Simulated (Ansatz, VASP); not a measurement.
# One calculation of LiNbP2, two programs

```
CELL_PARAMETERS angstrom
3.50196 0.00000 0.00000
-1.75098 3.03279 0.00000
0.00000 0.00000 12.39195
ATOMIC_POSITIONS crystal
Li 0.00000 0.00000 0.00000
Li 0.00000 0.00000 0.50000
Nb 0.00000 0.00000 0.25000
Nb 0.00000 0.00000 0.75000
P 0.33333 0.66667 0.87256
P 0.66667 0.33333 0.12744
P 0.66667 0.33333 0.37256
P 0.33333 0.66667 0.62744
```

Alike in both runs: task relaxation of cell and atoms; functional PBE; k mesh 12 × 12 × 4; occupations gaussian, width 0.1 eV; no spin polarisation.

|  | VASP | Ansatz |
| --- | --- | --- |
| version | VASP 6.6.1 | Ansatz 0.2.0 |
| potentials or method | VASP PAW PBE potentials, release 64 (Li_sv, Nb_sv, P) | scalar-relativistic, plane waves, PAW |
| plane-wave cutoff (eV) | 600 | 420 |
| valence electrons in the cell | 52 | 52 |

Ansatz gave:

* gap on the k mesh at the Fermi level, each at its own relaxed structure (eV): none
* relaxed volume (Å³/atom): 16.39
* relaxed cell length with the largest relative difference (Å): 3.508

Q: Which values does VASP return?

A: gap on the k mesh at the Fermi level, each at its own relaxed structure (eV): none; relaxed volume (Å³/atom): 16.38; relaxed cell length with the largest relative difference (Å): 3.506.

A gap of «none» marks a metal or a gap that the smearing closes.

Caveats: the cutoff is under 1.25 times the usual one of these potentials, so pressure, stress and relaxed cells hold a basis-set (Pulay) error (VASP).
